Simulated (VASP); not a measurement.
Given:

```
CELL_PARAMETERS angstrom
      0.00000     3.23880     3.23880
      3.23880     0.00000     3.23880
      3.23880     3.23880     0.00000
ATOMIC_POSITIONS crystal
  Rb 0.00000 0.00000 0.00000
  Cl 0.50000 0.50000 0.50000
```

Level of theory: PBEsol GGA, VASP's PBE PAW potentials (set 64) (plane waves; VASP 6.6.1). Numerical set-up: 520 eV cut-off, 7×7×7 Γ-centred mesh, Gaussian smearing of 0.050 eV, potentials Rb_sv Cl.

Question: Predict the energy per atom (σ→0), band gap (on the k-mesh) with the smallest direct gap where there is one.

Answer: 
The band gap (on the k-mesh) is 4.98 eV. The smallest direct gap (on the k-mesh) is 4.98 eV and the energy per atom (σ→0) comes out as -3.445 eV/atom.

Only differences to runs with the same potentials and settings are physical.

The compound is RbCl in the rock salt structure. This cell is one point of a volume scan, at 0.97 of the reference volume.
